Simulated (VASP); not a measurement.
```
FeNi3
1.0
    3.54380     0.00000     0.00000
    0.00000     3.54380     0.00000
    0.00000     0.00000     3.54380
Fe Ni
1 3
Direct
  0.00000   0.00000   0.00000
  0.00000   0.50000   0.50000
  0.50000   0.00000   0.50000
  0.50000   0.50000   0.00000
```
Starting moments (μB, in the order of the record's atoms Fe Ni Ni Ni): 2.9 0.6 0.6 0.6.

Level of theory: PBE GGA, VASP's PBE PAW potentials (set 64) (plane waves; VASP 6.6.1). Run with 520 eV cut-off, 10×10×10 Γ-centred mesh, tetrahedra with Blöchl corrections, potentials Fe Ni.

Predict the cell moment, energy per atom (σ→0), band gap (on the k-mesh) with the smallest direct gap where there is one.

```yaml
band gap (on the k-mesh): none (metal, semimetal or under 0.01 eV)
cell_moment: 4.71 μB
energy per atom (σ→0): -6.250 eV/atom
```

Give the moment on each site (PAW-sphere projection).

| site | moment (μB) |
|---|---|
| Fe1 | 2.90 |
| Ni2 | 0.61 |
| Ni3 | 0.61 |
| Ni4 | 0.61 |

Total energies compare only between runs with the same potentials, cut-off and functional.

The compound is Ni3Fe in the L1_2 structure. It was relaxed first.
